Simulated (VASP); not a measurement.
VASP input:

### INCAR
```
# general
SYSTEM   =  MoTe2
PREC     =  Accurate
ENCUT    =  520
LREAL    =  F
LASPH    =  T

# electronic loop
EDIFF    =  1E-7
NELM     =  100
ALGO     =  Normal
LMAXMIX  =  4

# smearing
ISMEAR   =  0
SIGMA    =  0.05

# functional
GGA      =  PE
IVDW     =  11

# ions
IBRION   =  2
NSW      =  30
ISIF     =  4
EDIFFG   =  -0.01

# output
LWAVE    =  F
LCHARG   =  F
```

File POSCAR:
```
MoTe2
1
    1.7937992744    -3.1069510527     0.0000000000
    1.7937992744     3.1069510527     0.0000000000
    0.0000000000     0.0000000000    14.2996560923
Te Mo
4 2
Direct
  0.3333330000   0.6666670000   0.8792603922
  0.6666670000   0.3333330000   0.3792603922
  0.6666670000   0.3333330000   0.1207396078
  0.3333330000   0.6666670000   0.6207396078
  0.3333330000   0.6666670000   0.2500000000
  0.6666670000   0.3333330000   0.7500000000
```

### KPOINTS
```
Automatic mesh
0
Gamma
7 7 2
0 0 0
```

POTCAR, in this order: Te Mo_sv (PBE.64 set). Program: vasp_std.

Question: Write an equivalent input for Quantum ESPRESSO's pw.x.

Answer: One equivalent input (not run):
```
&CONTROL
  calculation = 'vc-relax'
  pseudo_dir = './pseudo'
  outdir = './out'
  tprnfor = .true.
  tstress = .true.
  nstep = 30
  forc_conv_thr = 0.00039
/
&SYSTEM
  ibrav = 0
  nat = 6
  ntyp = 2
  ecutwfc = 82.3
  occupations = 'smearing'
  smearing = 'gaussian'
  degauss = 0.003675
  input_dft = 'pbe'
  vdw_corr = 'grimme-d3'
  dftd3_version = 3
  dftd3_threebody = .false.
/
&ELECTRONS
  conv_thr = 7.3e-09
  electron_maxstep = 100
/
&IONS
/
&CELL
  cell_dofree = 'shape'
/
ATOMIC_SPECIES
  Te 127.600 Te.upf
  Mo 95.950 Mo.upf
CELL_PARAMETERS angstrom
     1.7937993   -3.1069511    0.0000000
     1.7937993    3.1069511    0.0000000
     0.0000000    0.0000000   14.2996561
ATOMIC_POSITIONS crystal
  Te   0.3333330  0.6666670  0.8792604
  Te   0.6666670  0.3333330  0.3792604
  Te   0.6666670  0.3333330  0.1207396
  Te   0.3333330  0.6666670  0.6207396
  Mo   0.3333330  0.6666670  0.2500000
  Mo   0.6666670  0.3333330  0.7500000
K_POINTS automatic
  7 7 2 0 0 0
```
What does not carry over: the potentials are each code's own (VASP's PAW set, PseudoDojo norm-conserving files in pw.x), so ENCUT and ecutwfc are chosen apart and not converted; conv_thr bounds pw.x's estimated SCF error, while EDIFF bounds the energy change between steps; forc_conv_thr acts on force components and is met together with etot_conv_thr.

The compound is MoTe2 in the 2H layered structure. This cell is one point of a volume scan, at 1.06 of the reference volume. Symmetry was kept, so distortions that lower it aren't found.
